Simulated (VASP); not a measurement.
These are PBE GGA, VASP's PBE PAW potentials (set 64) (plane waves; VASP) values and carry that method's errors. Each cell was relaxed at this level.

Without a dispersion term in the relaxation, distances and binding between the weakly bound layers, chains or molecules are unreliable, and so is what depends on them.

Q: Which of these has an unstable (imaginary) mode at Γ?
(A) SrTiO3, Pm-3m (221)
(B) KZnF3, Pm-3m (221)
(C) Se, P3_121 (152)
(D) Al3Sc, Pm-3m (221)

A: A, SrTiO3, Pm-3m (221). Its optical Γ-point modes are 132i (×3), 146 (×3), 235 (×3), 509 (×3) cm⁻¹.
